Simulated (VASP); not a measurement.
Data:

```
O2Si
1.0
    4.23304     0.00000     0.00000
    0.00000     4.23304     0.00000
    0.00000     0.00000     2.69333
Si O
2 4
Cartesian
  0.00000   0.00000   2.69333
  2.11652   2.11652   1.34667
  1.29874   1.29874   0.00000
  3.41526   0.81778   1.34667
  0.81778   3.41526   1.34667
  2.93431   2.93431   2.69333
```

Computed with PBE GGA, VASP's PBE PAW potentials (set 64) (plane waves; VASP). Numerical set-up: 520 eV cut-off, 6×6×9 Γ-centred mesh, tetrahedra with Blöchl corrections, potentials Si O.

The cores are frozen, which limits the accuracy of field gradients.

Q: Give the principal components of the electric field gradient (V/Å²) and the asymmetry η at each nucleus.

A: 
```
atom    Vxx   Vyy     Vzz     η
----  -----  ----  ------  ----
Si1   -18.8  -4.9    23.7  0.59
Si2   -18.8  -4.9    23.7  0.59
O3     64.5  48.9  -113.4  0.14
O4     64.5  48.9  -113.4  0.14
O5     64.5  48.9  -113.4  0.14
O6     64.5  48.9  -113.4  0.14
```

The compound is SiO2 in the rutile structure, stishovite, a high-pressure form. It was relaxed first.
